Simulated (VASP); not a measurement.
Consider the following.

```
CELL_PARAMETERS angstrom
      2.28048    -3.94992     0.00000
      2.28048     3.94992     0.00000
      0.00000     0.00000     7.21669
ATOMIC_POSITIONS crystal
  Mg 0.00000 0.00000 0.00000
  Mg 0.33333 0.66667 0.63346
  Mg 0.66667 0.33333 0.36654
  Sb 0.33333 0.66667 0.22749
  Sb 0.66667 0.33333 0.77251
```

Computed with SCAN meta-GGA, VASP's PBE PAW potentials (set 64) (plane waves; VASP 6.6.1). Settings: 520 eV cut-off, 6×6×4 Γ-centred mesh, tetrahedra with Blöchl corrections, potentials Mg Sb.

Unless said otherwise, spin-orbit coupling is left out, though it shifts the bands of the heavy elements here.

Estimate the energy per atom (σ→0), band gap (over mesh and band path) with the smallest direct gap where there is one.

The band gap (over mesh and band path) is 0.44 eV and the smallest direct gap (over mesh and band path) is 1.55 eV. The energy per atom (σ→0) comes out as -18.293 eV/atom.

Only differences to runs with the same potentials and settings are physical.

The compound is Mg3Sb2 in the a-la2o3 structure. It was relaxed first.
